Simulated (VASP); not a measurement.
Here is a VASP 6.6.1 calculation.

INCAR

```
SYSTEM = MnAl15N16
PREC = Accurate
ENCUT = 450
EDIFF = 1E-5
ISMEAR = 0
SIGMA = 0.03
LREAL = Auto
LASPH = .TRUE.
NELM = 120
ALGO = Normal
ISIF = 2
LWAVE = .FALSE.
LCHARG = .FALSE.
ISPIN = 2
MAGMOM = 0 0 0 0 0 0 0 0 0 0 0 0 0 0 0 0 0 0 0 0 0 0 0 0 0 0 0 0 0 0 0 0
LORBIT = 11
NUPDOWN = 0
LMAXMIX = 4
LDAU = .TRUE.
LDAUTYPE = 2
LDAUL = 2 -1 -1
LDAUU = 3.5 0 0
LDAUJ = 0 0 0
LDAUPRINT = 1
GGA = PS
IBRION = 2
NSW = 60
EDIFFG = -0.03
ISYM = 0
KPAR = 4
```

KPOINTS

```
regular mesh
0
G
  3 3 2
  0 0 0
```

File POSCAR:

```
MnAl15N16
1.0
    6.2200008610      0.0000000000      0.0000000000
   -3.1100004305      5.3866787572      0.0000000000
    0.0000000000      0.0000000000      9.9600000000
Mn Al N
1 15 16
Direct
    0.3384190000      0.1744420000      0.0045590000
    0.3341110000      0.1725660000      0.5013820000
    0.3226140000      0.6658720000     -0.0006800000
    0.3337270000      0.6749680000      0.4990290000
    0.8325480000      0.1694070000     -0.0030250000
    0.8297020000      0.1673040000      0.5042070000
    0.8265100000      0.6632340000     -0.0020270000
    0.8351750000      0.6667750000      0.4984150000
    0.1628350000      0.3275810000      0.2467850000
    0.1654720000      0.3246990000      0.7460290000
    0.1646820000      0.8282160000      0.2497300000
    0.1629070000      0.8336120000      0.7475640000
    0.6601980000      0.3280540000      0.2450410000
    0.6692220000      0.3330190000      0.7493750000
    0.6740210000      0.8386570000      0.2565160000
    0.6577360000      0.8294460000      0.7527480000
    0.3286790000      0.1645670000      0.1879600000
    0.3318940000      0.1615230000      0.6904540000
    0.3248550000      0.6661320000      0.1878120000
    0.3324880000      0.6671490000      0.6863990000
    0.8376570000      0.1684400000      0.1942590000
    0.8316300000      0.1613070000      0.6886090000
    0.8314300000      0.6550120000      0.1893730000
    0.8345520000      0.6735990000      0.6936160000
    0.1528360000      0.3214530000      0.4434510000
    0.1661570000      0.3309990000      0.9372660000
    0.1575330000      0.8229800000      0.4388020000
    0.1673370000      0.8371600000      0.9431110000
    0.6760560000      0.3324080000      0.4384000000
    0.6739600000      0.3341010000      0.9366660000
    0.6634430000      0.8238460000      0.4454360000
    0.6617330000      0.8196210000      0.9420960000
```

Potentials or basis: VASP PAW PBE potentials, release 64 (Mn_pv, Al, N).

Command:

```sh
$ cat potpaw_PBE.64/Mn_pv/POTCAR potpaw_PBE.64/Al/POTCAR potpaw_PBE.64/N/POTCAR > POTCAR
$ mpirun -np 4 vasp_std > vasp.out
```

Task: Predict the energy gained by relaxing.

Result: 28.1 meV/atom.

Final structure:
```
Mn Al N
1.0
     6.22000    0.00000    0.00000
    -3.11000    5.38668    0.00000
     0.00000    0.00000    9.96000
Mn Al N
1 15 16
Direct
  0.33236 0.16574 0.99861
  0.33170 0.16464 0.49934
  0.33258 0.66574 0.00056
  0.33116 0.66452 0.49927
  0.83124 0.16379 0.00061
  0.83131 0.16412 0.49919
  0.83122 0.66586 0.00059
  0.83116 0.66452 0.49922
  0.16438 0.33090 0.24937
  0.16473 0.33188 0.74877
  0.16449 0.83107 0.24944
  0.16488 0.83181 0.74887
  0.66543 0.33126 0.24937
  0.66565 0.33173 0.74876
  0.66399 0.83043 0.25003
  0.66470 0.83122 0.74950
  0.33180 0.16466 0.19293
  0.33193 0.16534 0.69074
  0.33095 0.66429 0.19095
  0.33165 0.66520 0.69003
  0.83117 0.16367 0.19097
  0.83136 0.16411 0.68996
  0.83124 0.66452 0.19096
  0.83153 0.66502 0.68997
  0.16478 0.33115 0.44055
  0.16284 0.33418 0.93954
  0.16452 0.83128 0.44058
  0.16290 0.82771 0.93960
  0.66498 0.33113 0.44047
  0.67029 0.33434 0.93944
  0.66428 0.83079 0.44051
  0.66489 0.83157 0.94066
```

Caveat: the k mesh is coarse (spacing up to 0.39 Å⁻¹), so the values aren't converged; the total moment is fixed, so each spin has its own Fermi level. The state reached can hang on the start; a lower one may exist.
